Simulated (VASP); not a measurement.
Input of a VASP 6.6.1 run:

File INCAR:

```
SYSTEM = SiC
PREC     = Accurate       ! precision mode
ENCUT    = 520            ! plane-wave cutoff, eV
EDIFF    = 1E-7           ! SCF threshold, eV
ISMEAR   = 0              ! smearing method
SIGMA    = 0.02           ! smearing width, eV
LREAL    = .False.        ! projectors in reciprocal space
LASPH    = .True.         ! aspherical terms in the spheres
NELM     = 60             ! most SCF steps
ALGO     = Normal         ! electronic algorithm
ISIF     = 2              ! what is computed and relaxed
LWAVE    = .False.        ! write WAVECAR
LCHARG   = .False.        ! write CHGCAR
GGA      = PE             ! functional
LOPTICS  = .True.         ! frequency-dependent dielectric function
NBANDS   = 28             ! bands
NEDOS    = 2000           ! points of the DOS
CSHIFT   = 0.1
```

KPOINTS

```
regular mesh
0
Gamma
  18 18 18
  0 0 0
```

The input POSCAR:

```
SiC
1.0
    0.0000000000      2.1790000000      2.1790000000
    2.1790000000      0.0000000000      2.1790000000
    2.1790000000      2.1790000000      0.0000000000
Si C
1 1
Direct
    0.0000000000      0.0000000000      0.0000000000
    0.2500000000      0.2500000000      0.2500000000
```

Potentials or basis: VASP PAW PBE potentials, release 64 (Si, C).

Command:

```console
$ cat potpaw_PBE.64/Si/POTCAR potpaw_PBE.64/C/POTCAR > POTCAR
$ mpirun -np 1 vasp_std > vasp.out
```

(1) What does it give for the pressure?

(2) What does it give for the band gap on the k mesh?

Answers

(1) 3.2 GPa.

(2) 1.36 eV, indirect (least direct gap 4.54 eV).

Caveat: independent-particle spectra lack excitons.

**Measured values to compare with.**

From “Insight into the structural, elastic and electronic properties of a new orthorhombic 6O-SiC polytype”, 2020, pmc:7200658, for a bulk crystal of SiC: band gap 2.4 eV (indirect).

Against the measured gap of SiC, 2.4 eV (indirect; quoted in “Insight into the structural, elastic and electronic properties of a new orthorhombic 6O-SiC polytype”, 2020, pmc:7200658), the calculated 1.36 eV is off by -1.04 eV. The value is that of PBE on a finite k mesh, which can miss the band edges, without temperature or zero-point motion. Semilocal functionals fall short of measured gaps as a rule.
